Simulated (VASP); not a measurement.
Computed with PBE GGA, VASP's PBE PAW potentials (set 64) (plane waves; VASP).

A VASP calculation is set up with these files.

**INCAR**
```
SYSTEM = Ni3Si
PREC = Accurate; ENCUT = 400; LREAL = .False.
LASPH = .True.
EDIFF = 1E-6; NELM = 100; ALGO = Damped
LMAXMIX = 4
ISMEAR = 1; SIGMA = 0.1
GGA = PE
ISIF = 2
LWAVE = .False.; LCHARG = .False.
```

KPOINTS:
```
kpoints
0
gamma
  8 8 8
0 0 0
```

**POSCAR**
```
Ni3Si
1
    3.5050560000     0.0000000000     0.0000000000
    0.0000000000     3.5949610000     0.0000000000
    0.0000000000     0.0000000000     3.6058960000
Si Ni
1 3
Direct
  0.0000000000   0.0000000000   0.0000000000
  0.0000000000   0.5000000000   0.5000000000
  0.5000000000   0.0000000000   0.5000000000
  0.5235490000   0.5000000000   0.0000000000
```

POTCAR, in this order: Si Ni (PBE.64 set). Program: vasp_std.

Output of the run:

**OUTCAR**
```
 ion  position               nearest neighbor table
   1  0.000  0.000  0.000-   4 2.45   4 2.45   3 2.51   3 2.51   3 2.51   3 2.51   2 2.55   2 2.55
                             2 2.55   2 2.55   4 2.57   4 2.57
   2  0.000  0.500  0.500-   4 2.46   4 2.46   3 2.51   3 2.51   3 2.51   3 2.51   1 2.55   1 2.55
                             1 2.55   1 2.55   4 2.57   4 2.57
   3  0.500  0.000  0.500-   2 2.51   2 2.51   2 2.51   2 2.51   1 2.51   1 2.51   1 2.51   1 2.51
                             4 2.55   4 2.55   4 2.55   4 2.55
   4  0.524  0.500  0.000-   1 2.45   1 2.45   2 2.46   2 2.46   3 2.55   3 2.55   3 2.55   3 2.55
                             1 2.57   1 2.57   2 2.57   2 2.57
  LATTYP: Found a simple orthorhombic cell.
 ALAT       =     3.5050560000
 B/A-ratio  =     1.0256500895
 C/A-ratio  =     1.0287698684
 Subroutine PRICEL returns:
 Original cell was already a primitive cell.
 Subroutine GETGRP returns: Found  4 space group operations
The static configuration has the point symmetry C_2v.
The dynamic configuration has the point symmetry C_2v.
 Subroutine INISYM returns: Found  4 space group operations
 Subroutine IBZKPT returns following result:
 Found    125 irreducible k-points:

 Following reciprocal coordinates:
            Coordinates               Weight
  0.000000  0.000000  0.000000      1.000000
  0.125000  0.000000  0.000000      2.000000
  0.250000  0.000000  0.000000      2.000000
  0.375000  0.000000  0.000000      2.000000
  0.500000  0.000000  0.000000      1.000000
  0.000000  0.125000  0.000000      2.000000
  0.125000  0.125000  0.000000      4.000000
  0.250000  0.125000  0.000000      4.000000
  0.375000  0.125000  0.000000      4.000000
  0.500000  0.125000  0.000000      2.000000
  0.000000  0.250000  0.000000      2.000000
  0.125000  0.250000  0.000000      4.000000
  0.250000  0.250000  0.000000      4.000000
  0.375000  0.250000  0.000000      4.000000
  0.500000  0.250000  0.000000      2.000000
  0.000000  0.375000  0.000000      2.000000
  0.125000  0.375000  0.000000      4.000000
  0.250000  0.375000  0.000000      4.000000
  0.375000  0.375000  0.000000      4.000000
  0.500000  0.375000  0.000000      2.000000
  0.000000  0.500000  0.000000      1.000000
  0.125000  0.500000  0.000000      2.000000
  0.250000  0.500000  0.000000      2.000000
  0.375000  0.500000  0.000000      2.000000
  0.500000  0.500000  0.000000      1.000000
  0.000000  0.000000  0.125000      2.000000
  0.125000  0.000000  0.125000      4.000000
  0.250000  0.000000  0.125000      4.000000
  0.375000  0.000000  0.125000      4.000000
  0.500000  0.000000  0.125000      2.000000
  0.000000  0.125000  0.125000      4.000000
  0.125000  0.125000  0.125000      8.000000
  0.250000  0.125000  0.125000      8.000000
  0.375000  0.125000  0.125000      8.000000
  0.500000  0.125000  0.125000      4.000000
  0.000000  0.250000  0.125000      4.000000
  0.125000  0.250000  0.125000      8.000000
  0.250000  0.250000  0.125000      8.000000
  0.375000  0.250000  0.125000      8.000000
  0.500000  0.250000  0.125000      4.000000
   k-points           NKPTS =    125   k-points in BZ     NKDIM =    125   number of bands    NBANDS=     21
   number of dos      NEDOS =    301   number of ions     NIONS =      4
   total plane-waves  NPLWV =  13824
   dimension x,y,z NGX =    24 NGY =   24 NGZ =   24
   dimension x,y,z NGXF=    48 NGYF=   48 NGZF=   48
   ions per type =               1   3
   PREC   = accura    normal or accurate (medium, high low for compatibility)
   ISTART =      0    job   : 0-new  1-cont  2-samecut
   ICHARG =      2    charge: 1-file 2-atom 10-const
   ISPIN  =      1    spin polarized calculation?
   LNONCOLLINEAR =      F non collinear calculations
...
```

File OSZICAR:
```
...
DMP:  12     0.183700584115E+03    0.12813E+03   -0.58520E+03  2625   0.178E+04  -0.829E+03
DMP:  13     0.331512845552E+03    0.14781E+03   -0.77076E+03  2625   0.258E+04  -0.172E+04
DMP:  14     0.199038855658E+03   -0.13247E+03   -0.80111E+03  2625   0.232E+04  -0.818E+03
DMP:  15     0.299761034771E+03    0.10072E+03   -0.11894E+04  2625   0.299E+04  -0.503E+02
DMP:  16     0.374397616215E+03    0.74637E+02   -0.10369E+04  2625   0.293E+04  -0.880E+03
DMP:  17     0.205074875631E+03   -0.16932E+03   -0.33600E+03  2625   0.111E+04  -0.713E+03
DMP:  18     0.170368630416E+03   -0.34706E+02   -0.48458E+03  2625   0.146E+04  -0.658E+03
DMP:  19     0.303200368307E+03    0.13283E+03   -0.63399E+03  2625   0.189E+04  -0.808E+03
DMP:  20     0.341010701772E+03    0.37810E+02   -0.48041E+03  2625   0.143E+04  -0.607E+03
DMP:  21     0.173339158212E+03   -0.16767E+03   -0.34099E+03  2625   0.121E+04  -0.936E+03
DMP:  22     0.817900204355E+02   -0.91549E+02   -0.24758E+03  2625   0.956E+03  -0.883E+03
DMP:  23     0.696689454822E+02   -0.12121E+02   -0.26926E+03  2625   0.846E+03  -0.451E+03
DMP:  24     0.145406634374E+03    0.75738E+02   -0.52886E+03  2625   0.165E+04  -0.855E+03
DMP:  25     0.176145302926E+03    0.30739E+02   -0.52236E+03  2625   0.172E+04  -0.109E+04
DMP:  26     0.109332187419E+03   -0.66813E+02   -0.21513E+03  2625   0.868E+03  -0.865E+03
DMP:  27     0.512940750095E+02   -0.58038E+02   -0.17004E+03  2625   0.679E+03  -0.664E+03
DMP:  28     0.862376576706E+02    0.34944E+02   -0.42515E+03  2625   0.133E+04  -0.710E+03
DMP:  29     0.206934669885E+03    0.12070E+03   -0.66622E+03  2625   0.203E+04  -0.952E+03
DMP:  30     0.174614788266E+03   -0.32320E+02   -0.40085E+03  2625   0.145E+04  -0.118E+04
DMP:  31     0.815807650518E+02   -0.93034E+02   -0.13396E+03  2625   0.627E+03  -0.765E+03
DMP:  32     0.462867323280E+02   -0.35294E+02   -0.28737E+03  2625   0.998E+03  -0.732E+03
DMP:  33     0.194549338144E+03    0.14826E+03   -0.69449E+03  2625   0.204E+04  -0.797E+03
DMP:  34     0.301541158079E+03    0.10699E+03   -0.73511E+03  2625   0.226E+04  -0.111E+04
DMP:  35     0.138632999133E+03   -0.16291E+03   -0.10002E+03  2625   0.590E+03  -0.890E+03
DMP:  36     0.551799948155E+02   -0.83453E+02   -0.11611E+03  2625   0.554E+03  -0.692E+03
DMP:  37     0.489679568833E+02   -0.62120E+01   -0.58811E+03  2625   0.163E+04  -0.424E+03
DMP:  38     0.247440602462E+03    0.19847E+03   -0.58636E+03  2625   0.166E+04  -0.499E+03
DMP:  39     0.265886749649E+03    0.18446E+02   -0.81202E+03  2625   0.236E+04  -0.869E+03
DMP:  40     0.133498802438E+03   -0.13239E+03   -0.16826E+03  2625   0.567E+03  -0.383E+03
DMP:  41     0.862110837456E+02   -0.47288E+02   -0.14133E+03  2625   0.581E+03  -0.596E+03
DMP:  42     0.796782519825E+02   -0.65328E+01   -0.47246E+03  2625   0.151E+04  -0.861E+03
DMP:  43     0.273552463754E+03    0.19387E+03   -0.54617E+03  2625   0.161E+04  -0.649E+03
DMP:  44     0.269362140538E+03   -0.41903E+01   -0.76984E+03  2625   0.236E+04  -0.113E+04
DMP:  45     0.107050999556E+03   -0.16231E+03   -0.75750E+02  2625   0.368E+03  -0.466E+03
DMP:  46     0.381954268861E+02   -0.68856E+02   -0.79809E+02  2625   0.255E+03  -0.145E+03
DMP:  47     0.239340432015E+02   -0.14261E+02   -0.26432E+03  2625   0.682E+03  -0.568E+02
DMP:  48     0.109427321572E+03    0.85493E+02   -0.39980E+03  2625   0.112E+04  -0.317E+03
DMP:  49     0.275565320101E+03    0.16614E+03   -0.86527E+03  2625   0.271E+04  -0.142E+04
DMP:  50     0.122653885780E+03   -0.15291E+03   -0.86761E+02  2625   0.415E+03  -0.518E+03
DMP:  51     0.201724847873E+02   -0.10248E+03   -0.72888E+02  2625   0.112E+03   0.185E+03
DMP:  52     0.199297097748E+03    0.17912E+03   -0.85408E+03  2625   0.239E+04  -0.666E+03
DMP:  53     0.209622040510E+03    0.10325E+02   -0.64112E+03  2625   0.179E+04  -0.492E+03
DMP:  54     0.918973422552E+02   -0.11772E+03   -0.81368E+02  2625   0.436E+03  -0.610E+03
DMP:  55     0.744439612941E+02   -0.17453E+02   -0.28220E+03  2625   0.973E+03  -0.701E+03
DMP:  56     0.140683563437E+03    0.66240E+02   -0.52322E+03  2625   0.160E+04  -0.768E+03
DMP:  57     0.250281952702E+03    0.10960E+03   -0.61253E+03  2625   0.196E+04  -0.113E+04
DMP:  58     0.157985344761E+03   -0.92297E+02   -0.34221E+03  2625   0.130E+04  -0.115E+04
DMP:  59     0.547311531926E+02   -0.10325E+03   -0.79278E+02  2625   0.369E+03  -0.446E+03
DMP:  60     0.339186358950E+02   -0.20813E+02   -0.33880E+03  2625   0.112E+04  -0.722E+03
DMP:  61     0.134054107826E+03    0.10014E+03   -0.64466E+03  2625   0.181E+04  -0.520E+03
DMP:  62     0.226372686667E+03    0.92319E+02   -0.69064E+03  2625   0.213E+04  -0.105E+04
DMP:  63     0.118790035168E+03   -0.10758E+03   -0.13332E+03  2625   0.691E+03  -0.935E+03
DMP:  64     0.537001753098E+02   -0.65090E+02   -0.18214E+03  2625   0.745E+03  -0.759E+03
DMP:  65     0.113491564658E+03    0.59791E+02   -0.63658E+03  2625   0.188E+04  -0.749E+03
DMP:  66     0.319435999461E+03    0.20594E+03   -0.49410E+03  2625   0.152E+04  -0.743E+03
DMP:  67     0.206954265841E+03   -0.11248E+03   -0.45116E+03  2625   0.162E+04  -0.128E+04
DMP:  68     0.667701099020E+02   -0.14018E+03   -0.78872E+02  2625   0.321E+03  -0.325E+03
DMP:  69     0.135227474967E+02   -0.53247E+02   -0.13339E+03  2625   0.313E+03   0.534E+02
DMP:  70     0.108061415782E+03    0.94539E+02   -0.69385E+03  2625   0.186E+04  -0.319E+03
DMP:  71     0.279174681259E+03    0.17111E+03   -0.80194E+03  2625   0.242E+04  -0.109E+04
DMP:  72     0.156006313759E+03   -0.12317E+03   -0.25246E+03  2625   0.106E+04  -0.113E+04
DMP:  73     0.611748962475E+02   -0.94831E+02   -0.93016E+02  2625   0.362E+03  -0.339E+03
DMP:  74     0.236777398775E+02   -0.37497E+02   -0.12034E+03  2625   0.412E+03  -0.291E+03
DMP:  75     0.354544366113E+02    0.11777E+02   -0.29110E+03  2625   0.807E+03  -0.206E+03
DMP:  76     0.163252723558E+03    0.12780E+03   -0.78958E+03  2625   0.222E+04  -0.647E+03
DMP:  77     0.229500268584E+03    0.66248E+02   -0.55781E+03  2625   0.185E+04  -0.119E+04
DMP:  78     0.112615009870E+03   -0.11689E+03   -0.10282E+03  2625   0.562E+03  -0.797E+03
DMP:  79     0.437099473366E+02   -0.68905E+02   -0.19667E+03  2625   0.769E+03  -0.727E+03
DMP:  80     0.162138977268E+03    0.11843E+03   -0.83898E+03  2625   0.237E+04  -0.726E+03
DMP:  81     0.348766076037E+03    0.18663E+03   -0.48647E+03  2625   0.148E+04  -0.682E+03
DMP:  82     0.147829582813E+03   -0.20094E+03   -0.20277E+03  2625   0.880E+03  -0.976E+03
DMP:  83     0.448102757995E+02   -0.10302E+03   -0.79714E+02  2625   0.395E+03  -0.512E+03
DMP:  84    -0.149661110607E+01   -0.46307E+02   -0.17711E+02  2625   0.402E+02   0.108E+02
DMP:  85    -0.495413136663E+01   -0.34575E+01   -0.46872E+02  2625   0.127E+03  -0.254E+02
DMP:  86     0.113601555148E+02    0.16314E+02   -0.21902E+03  2625   0.611E+03  -0.167E+03
DMP:  87     0.470197737214E+02    0.35660E+02   -0.19619E+03  2625   0.605E+03  -0.300E+03
DMP:  88     0.987875269566E+02    0.51768E+02   -0.46647E+03  2625   0.153E+04  -0.946E+03
DMP:  89     0.101624231729E+03    0.28367E+01   -0.27409E+03  2625   0.956E+03  -0.709E+03
DMP:  90     0.103226286736E+03    0.16021E+01   -0.41525E+03  2625   0.150E+04  -0.120E+04
DMP:  91     0.119810046409E+03    0.16584E+02   -0.51152E+03  2625   0.163E+04  -0.927E+03
DMP:  92     0.143107270795E+03    0.23297E+02   -0.43475E+03  2625   0.151E+04  -0.111E+04
DMP:  93     0.159003798692E+03    0.15897E+02   -0.53363E+03  2625   0.181E+04  -0.126E+04
DMP:  94     0.135649100578E+03   -0.23355E+02   -0.34724E+03  2625   0.123E+04  -0.943E+03
DMP:  95     0.112466884699E+03   -0.23182E+02   -0.40653E+03  2625   0.144E+04  -0.112E+04
DMP:  96     0.143814147964E+03    0.31347E+02   -0.51561E+03  2625   0.167E+04  -0.100E+04
DMP:  97     0.161237677636E+03    0.17424E+02   -0.46082E+03  2625   0.156E+04  -0.107E+04
DMP:  98     0.132320298103E+03   -0.28917E+02   -0.37711E+03  2625   0.136E+04  -0.109E+04
DMP:  99     0.103338250730E+03   -0.28982E+02   -0.33298E+03  2625   0.117E+04  -0.871E+03
DMP: 100     0.140920422948E+03    0.37582E+02   -0.52754E+03  2625   0.173E+04  -0.107E+04
   1 F= 0.14092042E+03 E0= 0.14091988E+03  d E =0.161914E-02
```

OUTCAR:
```
------------------------ aborting loop EDIFF was not reached (unconverged)  ----------------------------
  FORCE on cell =-STRESS in cart. coord.  units (eV):
  Direction    XX          YY          ZZ          XY          YZ          ZX
  --------------------------------------------------------------------------------------
  Total      378.1177478    368.8659145    410.0916786      0.0000000      0.0000000      0.0000000
  in kB    13333.2279376  13006.9888170  14460.6960621      0.0000000      0.0000000      0.0000000
  external PRESSURE =   13600.3042722 kB  Pullay stress =       0.0000000 kB
  volume of cell :       45.44
      direct lattice vectors                 reciprocal lattice vectors
     3.505056000  0.000000000  0.000000000     0.285302146  0.000000000  0.000000000
     0.000000000  3.594961000  0.000000000     0.000000000  0.278167134  0.000000000
     0.000000000  0.000000000  3.605896000     0.000000000  0.000000000  0.277323583
 POSITION                                       TOTAL-FORCE (eV/Angst)
 -----------------------------------------------------------------------------------
      0.00000      0.00000      0.00000         3.511068      0.000000      0.000000
      0.00000      1.79748      1.80295         4.139981      0.000000      0.000000
      1.75253      0.00000      1.80295         4.272890      0.000000      0.000000
      1.83507      1.79748      0.00000       -11.923939      0.000000      0.000000
 -----------------------------------------------------------------------------------
    total drift:                              -14.525155     -0.000000      0.000011
  FREE ENERGIE OF THE ION-ELECTRON SYSTEM (eV)
  ---------------------------------------------------
  free  energy   TOTEN  =       140.9204229481 eV

  energy  without entropy=      140.9188038052  energy(sigma->0) =      140.91988323
```
(Selected blocks of OUTCAR.)

stdout:
```
...
DMP:  82     0.147829582813E+03   -0.20094E+03   -0.20277E+03  2625   0.880E+03  -0.976E+03
DMP:  83     0.448102757995E+02   -0.10302E+03   -0.79714E+02  2625   0.395E+03  -0.512E+03
DMP:  84    -0.149661110607E+01   -0.46307E+02   -0.17711E+02  2625   0.402E+02   0.108E+02
DMP:  85    -0.495413136663E+01   -0.34575E+01   -0.46872E+02  2625   0.127E+03  -0.254E+02
DMP:  86     0.113601555148E+02    0.16314E+02   -0.21902E+03  2625   0.611E+03  -0.167E+03
DMP:  87     0.470197737214E+02    0.35660E+02   -0.19619E+03  2625   0.605E+03  -0.300E+03
DMP:  88     0.987875269566E+02    0.51768E+02   -0.46647E+03  2625   0.153E+04  -0.946E+03
DMP:  89     0.101624231729E+03    0.28367E+01   -0.27409E+03  2625   0.956E+03  -0.709E+03
DMP:  90     0.103226286736E+03    0.16021E+01   -0.41525E+03  2625   0.150E+04  -0.120E+04
DMP:  91     0.119810046409E+03    0.16584E+02   -0.51152E+03  2625   0.163E+04  -0.927E+03
DMP:  92     0.143107270795E+03    0.23297E+02   -0.43475E+03  2625   0.151E+04  -0.111E+04
DMP:  93     0.159003798692E+03    0.15897E+02   -0.53363E+03  2625   0.181E+04  -0.126E+04
DMP:  94     0.135649100578E+03   -0.23355E+02   -0.34724E+03  2625   0.123E+04  -0.943E+03
DMP:  95     0.112466884699E+03   -0.23182E+02   -0.40653E+03  2625   0.144E+04  -0.112E+04
DMP:  96     0.143814147964E+03    0.31347E+02   -0.51561E+03  2625   0.167E+04  -0.100E+04
DMP:  97     0.161237677636E+03    0.17424E+02   -0.46082E+03  2625   0.156E+04  -0.107E+04
DMP:  98     0.132320298103E+03   -0.28917E+02   -0.37711E+03  2625   0.136E+04  -0.109E+04
DMP:  99     0.103338250730E+03   -0.28982E+02   -0.33298E+03  2625   0.117E+04  -0.871E+03
DMP: 100     0.140920422948E+03    0.37582E+02   -0.52754E+03  2625   0.173E+04  -0.107E+04
 final diagonalization occupied

 -----------------------------------------------------------------------------
|                                                                             |
|           W    W    AA    RRRRR   N    N  II  N    N   GGGG   !!!           |
|           W    W   A  A   R    R  NN   N  II  NN   N  G    G  !!!           |
|           W    W  A    A  R    R  N N  N  II  N N  N  G       !!!           |
|           W WW W  AAAAAA  RRRRR   N  N N  II  N  N N  G  GGG   !            |
|           WW  WW  A    A  R   R   N   NN  II  N   NN  G    G                |
|           W    W  A    A  R    R  N    N  II  N    N   GGGG   !!!           |
|                                                                             |
|     The electronic self-consistency was not achieved in the given           |
|     number of steps (NELM). The forces and other quantities evaluated       |
|     might not be reliable so examine the results carefully. If you find     |
|     spurious results, we suggest increasing NELM, if you were close to      |
|     convergence or switching to a different ALGO or adjusting the           |
|     density mixing parameters otherwise.                                    |
|                                                                             |
 -----------------------------------------------------------------------------

   1 F= 0.14092042E+03 E0= 0.14091988E+03  d E =0.161914E-02
```

Convergence was not reached.

The compound is Ni3Si in the L1_2 structure. The cell was not relaxed at this level, atoms are displaced from their ideal sites. The run is one of a series of settings (ALGO = Damped against the base run), some of them coarse on purpose. The run is not spin-polarised, so no magnetic state was tried.
